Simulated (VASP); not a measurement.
Output of a VASP run:

OSZICAR:
```
...
RMM:   3    -0.313967321947E+03   -0.26441E-03   -0.30928E-03   769   0.113E-01    0.207E-01
RMM:   4    -0.313967098120E+03    0.22383E-03   -0.44306E-04   770   0.453E-02    0.748E-02
RMM:   5    -0.313967098559E+03   -0.43907E-06   -0.14183E-04   691   0.218E-02    0.559E-02
RMM:   6    -0.313967064943E+03    0.33615E-04   -0.61261E-05   581   0.138E-02    0.203E-02
RMM:   7    -0.313967068707E+03   -0.37638E-05   -0.20750E-05   483   0.861E-03
  16 F= -.31396707E+03 E0= -.31393664E+03  d E =-.153558E-02
       N       E                     dE             d eps       ncg     rms          rms(c)
DAV:   1    -0.313966440297E+03    0.62465E-03   -0.42257E-01   792   0.120E+00    0.102E-01
RMM:   2    -0.313967366327E+03   -0.92603E-03   -0.96576E-03   779   0.182E-01    0.869E-02
RMM:   3    -0.313967439468E+03   -0.73141E-04   -0.10515E-03   769   0.662E-02    0.109E-01
RMM:   4    -0.313967375771E+03    0.63697E-04   -0.14480E-04   722   0.258E-02    0.439E-02
RMM:   5    -0.313967371477E+03    0.42937E-05   -0.43909E-05   531   0.126E-02
  17 F= -.31396737E+03 E0= -.31393703E+03  d E =-.183835E-02
       N       E                     dE             d eps       ncg     rms          rms(c)
DAV:   1    -0.313963589134E+03    0.37866E-02   -0.24531E+00   776   0.286E+00    0.254E-01
RMM:   2    -0.313968778902E+03   -0.51898E-02   -0.52892E-02   781   0.419E-01    0.234E-01
RMM:   3    -0.313969226895E+03   -0.44799E-03   -0.63425E-03   772   0.156E-01    0.265E-01
RMM:   4    -0.313968871876E+03    0.35502E-03   -0.80187E-04   773   0.601E-02    0.104E-01
RMM:   5    -0.313968846489E+03    0.25387E-04   -0.21489E-04   738   0.278E-02    0.700E-02
RMM:   6    -0.313968788476E+03    0.58013E-04   -0.13156E-04   690   0.197E-02    0.234E-02
RMM:   7    -0.313968793740E+03   -0.52639E-05   -0.34402E-05   524   0.123E-02
  18 F= -.31396879E+03 E0= -.31393844E+03  d E =-.142226E-02
       N       E                     dE             d eps       ncg     rms          rms(c)
DAV:   1    -0.313966347996E+03    0.24405E-02   -0.12110E+00   776   0.201E+00    0.186E-01
RMM:   2    -0.313968887998E+03   -0.25400E-02   -0.26063E-02   781   0.295E-01    0.163E-01
RMM:   3    -0.313969152606E+03   -0.26461E-03   -0.31851E-03   772   0.111E-01    0.198E-01
RMM:   4    -0.313968949306E+03    0.20330E-03   -0.40876E-04   772   0.433E-02    0.730E-02
RMM:   5    -0.313968941116E+03    0.81899E-05   -0.11429E-04   660   0.201E-02    0.481E-02
RMM:   6    -0.313968916713E+03    0.24403E-04   -0.61191E-05   582   0.136E-02    0.179E-02
RMM:   7    -0.313968919031E+03   -0.23184E-05   -0.15476E-05   469   0.796E-03
  19 F= -.31396892E+03 E0= -.31393863E+03  d E =-.154755E-02
       N       E                     dE             d eps       ncg     rms          rms(c)
DAV:   1    -0.313964020253E+03    0.48965E-02   -0.26214E+00   776   0.294E+00    0.271E-01
RMM:   2    -0.313969675720E+03   -0.56555E-02   -0.59046E-02   777   0.452E-01    0.196E-01
RMM:   3    -0.313970446632E+03   -0.77091E-03   -0.73943E-03   770   0.170E-01    0.305E-01
RMM:   4    -0.313969951429E+03    0.49520E-03   -0.10293E-03   779   0.663E-02    0.106E-01
RMM:   5    -0.313969925355E+03    0.26074E-04   -0.25053E-04   747   0.299E-02    0.710E-02
RMM:   6    -0.313969860421E+03    0.64934E-04   -0.13438E-04   693   0.199E-02    0.244E-02
RMM:   7    -0.313969866607E+03   -0.61861E-05   -0.48988E-05   572   0.134E-02
  20 F= -.31396987E+03 E0= -.31393959E+03  d E =-.947576E-03
```

### OUTCAR
```
------------------------ aborting loop because EDIFF is reached ----------------------------------------
  FORCE on cell =-STRESS in cart. coord.  units (eV):
  Direction    XX          YY          ZZ          XY          YZ          ZX
  --------------------------------------------------------------------------------------
  Total      -28.4471331    -28.7549269    -31.4266335      0.7149845     -0.0925396     -0.1350779
  in kB      -51.0944976    -51.6473325    -56.4460413      1.2841988     -0.1662123     -0.2426164
  external PRESSURE =     -53.0626238 kB  Pullay stress =       0.0000000 kB
  volume of cell :      892.02
      direct lattice vectors                 reciprocal lattice vectors
     4.932320697 -8.543031406  0.000000000     0.101372159 -0.058527234  0.000000000
     4.932320697  8.543031406  0.000000000     0.101372159  0.058527234  0.000000000
     0.000000000  0.000000000 10.584775434     0.000000000  0.000000000  0.094475316
  FREE ENERGIE OF THE ION-ELECTRON SYSTEM (eV)
  ---------------------------------------------------
  free  energy   TOTEN  =      -313.9698666071 eV

  energy  without entropy=     -313.9093103629  energy(sigma->0) =     -313.93958848

 reached required accuracy - stopping structural energy minimisation
```
(Selected blocks of OUTCAR.)

File POSCAR:
```
Zn35FO35
1
    4.9323206973    -8.5430314063     0.0000000000
    4.9323206973     8.5430314063     0.0000000000
    0.0000000000     0.0000000000    10.5847754337
Zn O F
35 35 1
Direct
  0.2222220000   0.1111110000   0.2500000000
  0.1111110000   0.2222220000   0.0000000000
  0.2222220000   0.1111110000   0.7500000000
  0.1111110000   0.2222220000   0.5000000000
  0.2222220000   0.4444440000   0.2500000000
  0.1111110000   0.5555560000   0.0000000000
  0.2222220000   0.4444440000   0.7500000000
  0.1111110000   0.5555560000   0.5000000000
  0.2222220000   0.7777780000   0.2500000000
  0.1111110000   0.8888890000   0.0000000000
  0.2222220000   0.7777780000   0.7500000000
  0.1111110000   0.8888890000   0.5000000000
  0.5555560000   0.1111110000   0.2500000000
  0.4444440000   0.2222220000   0.0000000000
  0.5555560000   0.1111110000   0.7500000000
  0.5555560000   0.4444440000   0.2500000000
  0.4444440000   0.5555560000   0.0000000000
  0.5555560000   0.4444440000   0.7500000000
  0.4444440000   0.5555560000   0.5000000000
  0.5555560000   0.7777780000   0.2500000000
  0.4444440000   0.8888890000   0.0000000000
  0.5555560000   0.7777780000   0.7500000000
  0.4444440000   0.8888890000   0.5000000000
  0.8888890000   0.1111110000   0.2500000000
  0.7777780000   0.2222220000   0.0000000000
  0.8888890000   0.1111110000   0.7500000000
  0.7777780000   0.2222220000   0.5000000000
  0.8888890000   0.4444440000   0.2500000000
  0.7777780000   0.5555560000   0.0000000000
  0.8888890000   0.4444440000   0.7500000000
  0.7777780000   0.5555560000   0.5000000000
  0.8888890000   0.7777780000   0.2500000000
  0.7777780000   0.8888890000   0.0000000000
  0.8888890000   0.7777780000   0.7500000000
  0.7777780000   0.8888890000   0.5000000000
  0.2228780000   0.1087840000   0.4370080000
  0.1111110000   0.2222220000   0.1910000000
  0.2222220000   0.1111110000   0.9410000000
  0.1111110000   0.2222220000   0.6910000000
  0.2222220000   0.4444440000   0.4410000000
  0.1111110000   0.5555560000   0.1910000000
  0.2222220000   0.4444440000   0.9410000000
  0.1111110000   0.5555560000   0.6910000000
  0.2222220000   0.7777780000   0.4410000000
  0.1111110000   0.8888890000   0.1910000000
  0.2222220000   0.7777780000   0.9410000000
  0.1111110000   0.8888890000   0.6910000000
  0.5559120000   0.1106390000   0.4432530000
  0.4444440000   0.2222220000   0.1910000000
  0.5555560000   0.1111110000   0.9410000000
  0.4460980000   0.2213810000   0.6871910000
  0.4444440000   0.5555560000   0.1910000000
  0.5555560000   0.4444440000   0.9410000000
  0.4444440000   0.5555560000   0.6910000000
  0.5555560000   0.7777780000   0.4410000000
  0.4444440000   0.8888890000   0.1910000000
  0.5555560000   0.7777780000   0.9410000000
  0.4444440000   0.8888890000   0.6910000000
  0.8888890000   0.1111110000   0.4410000000
  0.7777780000   0.2222220000   0.1910000000
  0.8888890000   0.1111110000   0.9410000000
  0.7777780000   0.2222220000   0.6910000000
  0.8888890000   0.4444440000   0.4410000000
  0.7777780000   0.5555560000   0.1910000000
  0.8888890000   0.4444440000   0.9410000000
  0.7777780000   0.5555560000   0.6910000000
  0.8888890000   0.7777780000   0.4410000000
  0.7777780000   0.8888890000   0.1910000000
  0.8888890000   0.7777780000   0.9410000000
  0.7777780000   0.8888890000   0.6910000000
  0.5596100000   0.4456830000   0.4371690000
```

### Question
Write an INCAR and KPOINTS that could have produced this output.

### Answer
Several could match; the one computed here: the input of the run itself, PBE GGA, plane waves, VASP's PBE PAW potentials (set 64).

**KPOINTS**
```
kpoints
0
G
  1 1 1
0 0 0
```

**INCAR**
```
ALGO = Fast
EDIFF = 1E-5
EDIFFG = -0.03
ENCUT = 400
GGA = PE
IBRION = 2
ISIF = 2
ISMEAR = 0
ISYM = 0
LASPH = .TRUE.
LCHARG = .FALSE.
LMAXMIX = 4
LREAL = Auto
LWAVE = .FALSE.
NELECT = 636.0
NELM = 100
NELMIN = 4
NSW = 70
PREC = Normal
SIGMA = 0.05
SYSTEM = Zn35FO35
```

POTCAR, in this order: Zn O F (PBE.64 set). Program: vasp_gam.

At this cut-off the stress carries a Pulay error, which pulls relaxed volumes low. The cell is charged, with a uniform compensating background. The supercell is sampled at Γ alone, which is coarse: total energies, pressure and levels can be off, energies of defects by several tenths of an eV.

The cell is a supercell with a defect, built from ZnO (wurtzite): F_O-vac_Zn, charge +1. The run is not spin-polarised, so no state with unpaired spins was tried.
